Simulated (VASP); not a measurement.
A convergence study with VASP on SiO2 (rutile): one setting is varied, all else stays as given below, so the limit is that of these other settings. Each run relaxes cell and ions from the cell shown. The basis is that of the starting cell, so low cut-offs carry a Pulay error.

```xyz
6
Lattice="4.1800 0.0000 0.0000 0.0000 4.1800 0.0000 0.0000 0.0000 2.6700" Properties=species:S:1:pos:R:3 pbc="T T T"
Si     0.0000     0.0000     0.0000
Si     2.0900     2.0900     1.3350
O      1.2791     1.2791     0.0000
O      3.3691     0.8109     1.3350
O      0.8109     3.3691     1.3350
O      2.9009     2.9009     0.0000
```

Level of theory: PBE GGA, VASP's PBE PAW potentials (set 64) (plane waves; VASP). The tightest run used: 800 eV cut-off, 5×5×7 Γ-centred mesh, Gaussian smearing of 0.050 eV, potentials Si O.

Gaps are read on the run's mesh, which can miss a band edge.

**Question.** The settings run are ENCUT = 250; ENCUT = 300; ENCUT = 350; ENCUT = 400; ENCUT = 450; ENCUT = 500; ENCUT = 550; ENCUT = 600; ENCUT = 650; ENCUT = 700; ENCUT = 750; ENCUT = 800. From which on does the relaxed volume stay within 0.1 Å³/atom of the tightest run?

**Answer.** From ENCUT = 450 on: it is off by 0.062 there and by no more than 0.1 in any finer run, while ENCUT = 400 is off by 0.238.
| setting | relaxed volume (Å³/atom) | E (eV/atom) | gap on the mesh (eV) | plane waves | difference judged (Å³/atom) |
|---|---|---|---|---|---|
| ENCUT = 250 | 6.458 | -8.5832 | 7.204 | 439 | 1.583 |
| ENCUT = 300 | 7.063 | -7.9811 | 6.919 | 564 | 0.978 |
| ENCUT = 350 | 7.494 | -7.7591 | 6.120 | 706 | 0.547 |
| ENCUT = 400 | 7.803 | -7.7230 | 5.462 | 866 | 0.238 |
| ENCUT = 450 | 7.979 | -7.7193 | 5.133 | 1025 | 0.062 |
| ENCUT = 500 | 8.039 | -7.7186 | 5.024 | 1218 | 0.003 |
| ENCUT = 550 | 8.044 | -7.7194 | 5.016 | 1384 | 0.002 |
| ENCUT = 600 | 8.035 | -7.7208 | 5.033 | 1572 | 0.006 |
| ENCUT = 650 | 8.030 | -7.7223 | 5.044 | 1803 | 0.011 |
| ENCUT = 700 | 8.031 | -7.7237 | 5.043 | 1984 | 0.010 |
| ENCUT = 750 | 8.036 | -7.7247 | 5.035 | 2200 | 0.006 |
| ENCUT = 800 | 8.041 | -7.7254 | 5.026 | 2417 | 0.000 |

Left out are rungs that failed or repeat a setting and relaxations that didn't move; long series are thinned to 24 rows.

The compound is SiO2 in the rutile structure, stishovite, a high-pressure form.
